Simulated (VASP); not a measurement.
```yaml
crystal:
  lattice:
    - [3.90762, -2.21067, -0.04665]
    - [3.90762, 2.21067, -0.04665]
    - [2.70035, 0.00000, 3.58704]
  atoms:
    - { symbol: Bi, position: [0.24093, 0.24093, 0.24093] }
    - { symbol: Bi, position: [0.75907, 0.75907, 0.75907] }
```

The numbers are results of PBEsol GGA, VASP's PBE PAW potentials (set 64) (plane waves; VASP), not measurements. Settings: 500 eV cut-off, 10×10×10 Γ-centred mesh, first-order Methfessel-Paxton smearing of 0.10 eV, potentials Bi_d.

Unless said otherwise, spin-orbit coupling is left out, though it shifts the bands of the heavy elements here.

What does the run give for the energy per atom (σ→0), pressure, band gap (on the k-mesh) with the smallest direct gap where there is one?

```
Property                                                    Result
------------------------  ----------------------------------------
band gap (on the k-mesh)  none (metal, semimetal or under 0.01 eV)
energy per atom (σ→0)                               -4.260 eV/atom
pressure                                                  4.99 GPa
```

Only differences to runs with the same potentials and settings are physical.

The compound is Bi in the a7 structure. It was relaxed first under an external pressure of 5 GPa.
